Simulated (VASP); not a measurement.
A cell of Nb (bcc) near equilibrium:

```
CELL_PARAMETERS angstrom
     -1.65270     1.65270     1.65270
      1.65270    -1.65270     1.65270
      1.65270     1.65270    -1.65270
ATOMIC_POSITIONS crystal
  Nb 0.00000 0.00000 0.00000
```

Calculation: PBE GGA, VASP's PBE PAW potentials (set 64) (plane waves; VASP).

```json
[
 {"run": "as it is", "ΔE (meV/atom)": "0.0", "σxx": "0.49", "σyy": "0.49", "σzz": "0.49", "largest shear component, with its sign (GPa)": "0.00", "largest force (eV/Å)": "0.000"},
 {"run": "after one change", "ΔE (meV/atom)": "23.4", "σxx": "8.70", "σyy": "8.70", "σzz": "8.70", "largest shear component, with its sign (GPa)": "0.00", "largest force (eV/Å)": "0.000"}
]
```
Stress is in GPa, positive when the cell is compressed.

Question: Name the change that produced these shifts.
(A) isotropic strain of -1.5 %
(B) isotropic strain of -1.0 %
(C) uniaxial strain of -0.5 % along y
(D) isotropic strain of +1.5 %

Answer: A, isotropic strain of -1.5 %

The compound is Nb in the bcc structure.
